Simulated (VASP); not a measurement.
```
CELL_PARAMETERS angstrom
      6.04446     0.00000     0.00000
      0.00000     6.04446     0.00000
      0.00000     0.00000     3.81090
ATOMIC_POSITIONS crystal
  Ge 0.00000 0.00000 0.00000
  Ge 0.50000 0.50000 0.50000
  Se 0.30167 0.30167 0.00000
  Se 0.80167 0.19833 0.50000
  Se 0.19833 0.80167 0.50000
  Se 0.69833 0.69833 0.00000
```

These are PBEsol GGA, VASP's PBE PAW potentials (set 64) (plane waves; VASP) values and carry that method's errors. Run with 400 eV cut-off, 6×6×9 Γ-centred mesh, tetrahedra with Blöchl corrections, potentials Ge_d Se.

The cores are frozen, which limits the accuracy of field gradients.

Q: Give the principal components of the electric field gradient (V/Å²) and the asymmetry η at each nucleus.

A: 
| atom | Vxx | Vyy | Vzz | η |
|---|---|---|---|---|
| Ge1 | -26.5 | -0.6 | 27.1 | 0.95 |
| Ge2 | -26.5 | -0.6 | 27.1 | 0.95 |
| Se3 | 159.4 | 145.7 | -305.1 | 0.04 |
| Se4 | 159.4 | 145.7 | -305.1 | 0.04 |
| Se5 | 159.4 | 145.7 | -305.1 | 0.04 |
| Se6 | 159.4 | 145.7 | -305.1 | 0.04 |

The structure was generated: GeSe2 was put into the rutile type (P4_2/mnm), which need not be its known phase. It was relaxed first, which changed the volume by +9 %.
